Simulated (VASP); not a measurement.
Calculation: PBE GGA, VASP's PBE PAW potentials (set 64) (plane waves; VASP).

VASP input:

**KPOINTS**
```
Automatic mesh
0
Gamma
4 4 4
0 0 0
```

POSCAR:
```
PrCl3
1
    5.3426550000     0.0000000000     0.0000000000
    0.0000000000     5.3426550000     0.0000000000
    0.0000000000     0.0000000000     5.3426550000
Pr Cl
1 3
Direct
  0.0000000000   0.0000000000   0.0000000000
  0.5000000000   0.0000000000   0.0000000000
  0.0000000000   0.0000000000   0.5000000000
  0.0000000000   0.5000000000   0.0000000000
```

**INCAR**
```
! general
SYSTEM  = PrCl3
PREC    = Accurate
ENCUT   = 400
LREAL   = .FALSE.   ! projection in real space or not
LASPH   = .TRUE.

! electronic loop
EDIFF   = 1E-6
NELM    = 100   ! most electronic steps
ALGO    = VeryFast
LMAXMIX = 6   ! l cut-off of mixed one-centre charges

! smearing
ISMEAR  = 0
SIGMA   = 0.05

! functional
GGA     = PE   ! PBE

! ions
ISIF    = 2   ! forces and stress, cell fixed

! output
LWAVE   = .FALSE.
LCHARG  = .FALSE.
```

POTCAR, in this order: Pr_3 Cl (PBE.64 set). Program: vasp_std.

What VASP printed:

OSZICAR:
```
       N       E                     dE             d eps       ncg     rms          rms(c)
RMM:   1     0.377502463062E+03    0.37750E+03   -0.97262E+03   200   0.985E+02
RMM:   2     0.123734702679E+03   -0.25377E+03   -0.31084E+03   200   0.246E+02
RMM:   3     0.380562934488E+02   -0.85678E+02   -0.11603E+03   200   0.155E+02
RMM:   4     0.471675869395E+01   -0.33340E+02   -0.35979E+02   200   0.103E+02
RMM:   5    -0.104064694782E+02   -0.15123E+02   -0.12973E+02   200   0.574E+01
RMM:   6    -0.161581780639E+02   -0.57517E+01   -0.51499E+01   200   0.369E+01
RMM:   7    -0.181026132340E+02   -0.19444E+01   -0.18742E+01   200   0.212E+01
RMM:   8    -0.188726461049E+02   -0.77003E+00   -0.73525E+00   200   0.140E+01
RMM:   9    -0.193825472153E+02   -0.50990E+00   -0.50805E+00   686   0.872E+00
RMM:  10    -0.194811192360E+02   -0.98572E-01   -0.92962E-01   732   0.329E+00
RMM:  11    -0.194968926928E+02   -0.15773E-01   -0.14508E-01   737   0.147E+00
RMM:  12    -0.195023506004E+02   -0.54579E-02   -0.53471E-02   744   0.809E-01    0.740E+00
RMM:  13    -0.189571973380E+02    0.54515E+00   -0.13366E+00   748   0.528E+00    0.479E+00
RMM:  14    -0.189205716017E+02    0.36626E-01   -0.50958E-01   711   0.331E+00    0.202E+00
RMM:  15    -0.189283375578E+02   -0.77660E-02   -0.74090E-02   575   0.146E+00    0.169E-01
RMM:  16    -0.189319953507E+02   -0.36578E-02   -0.31879E-02   675   0.684E-01    0.169E-01
RMM:  17    -0.189336559477E+02   -0.16606E-02   -0.12916E-02   702   0.401E-01    0.102E-01
RMM:  18    -0.189341570959E+02   -0.50115E-03   -0.56832E-03   675   0.292E-01    0.412E-02
RMM:  19    -0.189343603014E+02   -0.20321E-03   -0.23987E-03   698   0.171E-01    0.295E-02
RMM:  20    -0.189344657354E+02   -0.10543E-03   -0.13020E-03   711   0.117E-01    0.155E-02
RMM:  21    -0.189345163924E+02   -0.50657E-04   -0.52926E-04   700   0.777E-02    0.157E-02
RMM:  22    -0.189345429242E+02   -0.26532E-04   -0.26944E-04   650   0.544E-02    0.535E-03
RMM:  23    -0.189345562994E+02   -0.13375E-04   -0.13114E-04   621   0.376E-02    0.414E-03
RMM:  24    -0.189345629611E+02   -0.66617E-05   -0.63534E-05   598   0.268E-02    0.217E-03
RMM:  25    -0.189345663738E+02   -0.34127E-05   -0.31367E-05   544   0.186E-02    0.509E-04
RMM:  26    -0.189345676587E+02   -0.12849E-05   -0.13836E-05   438   0.128E-02    0.123E-03
RMM:  27    -0.189345683641E+02   -0.70546E-06   -0.73434E-06   417   0.100E-02
   1 F= -.18934568E+02 E0= -.18934568E+02  d E =-.216119E-18
```

OUTCAR:
```
------------------------ aborting loop because EDIFF is reached ----------------------------------------
  FORCE on cell =-STRESS in cart. coord.  units (eV):
  Direction    XX          YY          ZZ          XY          YZ          ZX
  --------------------------------------------------------------------------------------
  Total        4.0942894      4.0942894      4.0942894      0.0000000      0.0000000      0.0000000
  in kB       43.0147826     43.0147826     43.0147826      0.0000000      0.0000000      0.0000000
  external PRESSURE =      43.0147826 kB  Pullay stress =       0.0000000 kB
  volume of cell :      152.50
      direct lattice vectors                 reciprocal lattice vectors
     5.342655000  0.000000000  0.000000000     0.187172857  0.000000000  0.000000000
     0.000000000  5.342655000  0.000000000     0.000000000  0.187172857  0.000000000
     0.000000000  0.000000000  5.342655000     0.000000000  0.000000000  0.187172857
 POSITION                                       TOTAL-FORCE (eV/Angst)
 -----------------------------------------------------------------------------------
      0.00000      0.00000      0.00000         0.000000      0.000000      0.000000
      2.67133      0.00000      0.00000         0.000000      0.000000      0.000000
      0.00000      0.00000      2.67133         0.000000      0.000000      0.000000
      0.00000      2.67133      0.00000         0.000000      0.000000      0.000000
 -----------------------------------------------------------------------------------
    total drift:                               -0.000000     -0.000000     -0.000000
  FREE ENERGIE OF THE ION-ELECTRON SYSTEM (eV)
  ---------------------------------------------------
  free  energy   TOTEN  =       -18.9345683641 eV

  energy  without entropy=      -18.9345683641  energy(sigma->0) =      -18.93456836
```
(Selected blocks of OUTCAR.)

The 4f electrons are frozen in the core of the lanthanide potential, so 4f levels, which can set the real gap, and their magnetism are missing.

The structure was generated: PrCl3 was put into the ReO3 type (Pm-3m), which need not be its known phase. The cell was not relaxed at this level. The run is one of a series of settings (ALGO = VeryFast against the base run), some of them coarse on purpose.
